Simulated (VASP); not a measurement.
Method: PBEsol GGA, VASP's PBE PAW potentials (set 64) (plane waves; VASP).

Input for VASP

**POSCAR**
```
MnB
5.5631820
  1.0000000000   0.0000000000   0.0000000000
  0.0000000000   0.5350984383   0.0000000000
  0.0000000000   0.0000000000   0.7454803744
Mn B
4 4
Cart
  0.1758800000   0.1337746096   0.0900763936
  0.3241200000   0.4013238287   0.4628165808
  0.6758800000   0.1337746096   0.2826637935
  0.8241200000   0.4013238287   0.6554039807
  0.0341000000   0.1337746096   0.4568303734
  0.4659000000   0.4013238287   0.0840901862
  0.5341000000   0.1337746096   0.6613901881
  0.9659000000   0.4013238287   0.2886500010
```

### KPOINTS
```
Automatic mesh
0
Gamma
3 5 4
0 0 0
```

**INCAR**
```
# general
SYSTEM  = MnB
PREC    = Accurate
ENCUT   = 400
LREAL   = .False.
LASPH   = .True.

# electronic loop
EDIFF   = 1E-6
NELM    = 100
ALGO    = Normal
LMAXMIX = 4

# smearing
ISMEAR  = 0
SIGMA   = 0.1

# functional
GGA     = PS

# spin
ISPIN   = 2
MAGMOM  = 4*4.0 4*0.0

# ions
ISIF    = 2

# output
LWAVE   = .False.
LCHARG  = .False.
LORBIT  = 11
```

POTCAR, in this order: Mn_pv B (PBE.64 set). Program: vasp_std.

Output of the run:

### OSZICAR
```
       N       E                     dE             d eps       ncg     rms          rms(c)
DAV:   1     0.692067165793E+03    0.69207E+03   -0.29359E+04  3376   0.150E+03
DAV:   2    -0.280577765151E+02   -0.72012E+03   -0.68014E+03  3312   0.471E+02
DAV:   3    -0.823111530688E+02   -0.54253E+02   -0.52570E+02  3598   0.141E+02
DAV:   4    -0.837455935883E+02   -0.14344E+01   -0.14234E+01  3810   0.223E+01
DAV:   5    -0.837705658492E+02   -0.24972E-01   -0.24962E-01  3728   0.302E+00    0.481E+01
DAV:   6    -0.763812628970E+02    0.73893E+01   -0.12453E+02  3784   0.908E+01    0.295E+01
DAV:   7    -0.711847502220E+02    0.51965E+01   -0.38836E+01  3550   0.534E+01    0.980E+00
DAV:   8    -0.711843551346E+02    0.39509E-03   -0.20993E+00  3652   0.704E+00    0.377E+00
DAV:   9    -0.711261881058E+02    0.58167E-01   -0.22295E-01  3876   0.359E+00    0.139E+00
DAV:  10    -0.711225094839E+02    0.36786E-02   -0.31653E-02  3586   0.128E+00    0.603E-01
DAV:  11    -0.711225024206E+02    0.70633E-05   -0.40612E-03  3844   0.416E-01    0.133E-01
DAV:  12    -0.711225989553E+02   -0.96535E-04   -0.38297E-04  3644   0.138E-01    0.496E-02
DAV:  13    -0.711225953174E+02    0.36380E-05   -0.24113E-05  3644   0.296E-02    0.250E-02
DAV:  14    -0.711225930666E+02    0.22507E-05   -0.43636E-06  2916   0.130E-02    0.748E-03
DAV:  15    -0.711225925444E+02    0.52220E-06   -0.65918E-07  1896   0.636E-03
   1 F= -.71122593E+02 E0= -.71116769E+02  d E =-.116461E-01  mag=     7.7169
```

File OUTCAR:
```
------------------------ aborting loop because EDIFF is reached ----------------------------------------
  FORCE on cell =-STRESS in cart. coord.  units (eV):
  Direction    XX          YY          ZZ          XY          YZ          ZX
  --------------------------------------------------------------------------------------
  Total       -7.9505409     -4.8425737     -6.6029371      0.0000000      0.0000000      0.0000000
  in kB     -185.4673875   -112.9658361   -154.0309654      0.0000000      0.0000000      0.0000000
  external PRESSURE =    -150.8213964 kB  Pullay stress =       0.0000000 kB
  volume of cell :       68.68
      direct lattice vectors                 reciprocal lattice vectors
     5.563182000  0.000000000  0.000000000     0.179753242  0.000000000  0.000000000
     0.000000000  2.976850000  0.000000000     0.000000000  0.335925559  0.000000000
     0.000000000  0.000000000  4.147243000     0.000000000  0.000000000  0.241124043
 POSITION                                       TOTAL-FORCE (eV/Angst)
 -----------------------------------------------------------------------------------
      0.97845      0.74421      0.50111         0.031202     -0.000000      0.121591
      1.80314      2.23264      2.57473        -0.031202     -0.000000      0.121591
      3.76004      0.74421      1.57251         0.031202      0.000000     -0.121591
      4.58473      2.23264      3.64613        -0.031202      0.000000     -0.121591
      0.18970      0.74421      2.54143        -0.035288     -0.000000      0.174415
      2.59189      2.23264      0.46781         0.035288      0.000000      0.174415
      2.97130      0.74421      3.67943        -0.035288      0.000000     -0.174415
      5.37348      2.23264      1.60581         0.035288      0.000000     -0.174415
 -----------------------------------------------------------------------------------
    total drift:                                0.000000      0.000000     -0.000000
  FREE ENERGIE OF THE ION-ELECTRON SYSTEM (eV)
  ---------------------------------------------------
  free  energy   TOTEN  =       -71.1225925444 eV

  energy  without entropy=      -71.1109464458  energy(sigma->0) =      -71.11676950

 total charge

# of ion       s       p       d       tot
------------------------------------------
    1        0.329   6.400   5.206  11.935
    2        0.329   6.400   5.206  11.935
    3        0.329   6.400   5.206  11.935
    4        0.329   6.400   5.206  11.935
    5        0.682   1.224   0.000   1.906
    6        0.682   1.224   0.000   1.906
    7        0.682   1.224   0.000   1.906
    8        0.682   1.224   0.000   1.906
--------------------------------------------------
tot          4.045  30.495  20.824  55.364

 magnetization (x)

# of ion       s       p       d       tot
------------------------------------------
    1        0.004   0.004   2.004   2.012
    2        0.004   0.004   2.004   2.012
    3        0.004   0.004   2.004   2.012
    4        0.004   0.004   2.004   2.012
    5       -0.019  -0.069   0.000  -0.088
    6       -0.019  -0.069   0.000  -0.088
    7       -0.019  -0.069   0.000  -0.088
    8       -0.019  -0.069   0.000  -0.088
--------------------------------------------------
tot         -0.062  -0.258   8.015   7.695
```
(Selected blocks of OUTCAR.)

OUTCAR:
```
 val. band max:        9.4738516471   @ k =   0.0000   0.0000   0.2500

 cond. band min:       9.5469036920   @ k =   0.3333   0.2000   0.2500


 Fermi energy:         9.5252277894

 spin component 1

 k-point     1 :       0.0000    0.0000    0.0000
  band No.  band energies     occupation
      1     -39.4843      1.00000
      2     -39.4794      1.00000
      3     -39.4162      1.00000
      4     -39.4023      1.00000
      5     -39.4003      1.00000
      6     -39.3057      1.00000
      7     -39.2542      1.00000
      8     -39.2499      1.00000
      9     -39.2305      1.00000
     10     -39.2099      1.00000
     11     -39.1769      1.00000
     12     -39.1666      1.00000
     13      -3.5721      1.00000
     14      -1.1718      1.00000
     15       1.9089      1.00000
     16       2.8435      1.00000
     17       4.2816      1.00000
     18       4.6388      1.00000
     19       4.8506      1.00000
     20       4.9335      1.00000
     21       5.4599      1.00000
     22       6.5136      1.00000
     23       6.8218      1.00000
     24       7.0190      1.00000
     25       7.0546      1.00000
     26       7.1975      1.00000
     27       7.2554      1.00000
     28       7.7998      1.00000
     29       7.8335      1.00000
     30       7.8771      1.00000
     31       7.9598      1.00000
     32       8.2930      1.00000
     33       8.5030      1.00000
     34       8.5163      1.00000
     35       8.9538      1.00000
     36       9.6410      0.05083
     37       9.6421      0.04913
     38       9.7280      0.00207
     39      12.0927      0.00000
     40      12.6013      0.00000
     41      12.6028      0.00000
     42      12.9875      0.00000
     43      14.7248      0.00000
     44      15.2969      0.00000
     45      16.9464      0.00000
     46      18.1168      0.00000

 k-point     2 :       0.3333    0.0000    0.0000
  band No.  band energies     occupation
...
```

At this cut-off the stress carries a Pulay error, which pulls relaxed volumes low. The moments were started parallel, and other spin orders were not tried in this run.

The structure comes from a measured MnB entry of the Crystallography Open Database, whose conditions weren't checked. The cell was not relaxed at this level. The k-mesh is coarse (spacing up to 0.42 per Å, 2π included), so the numbers may not be converged in it.
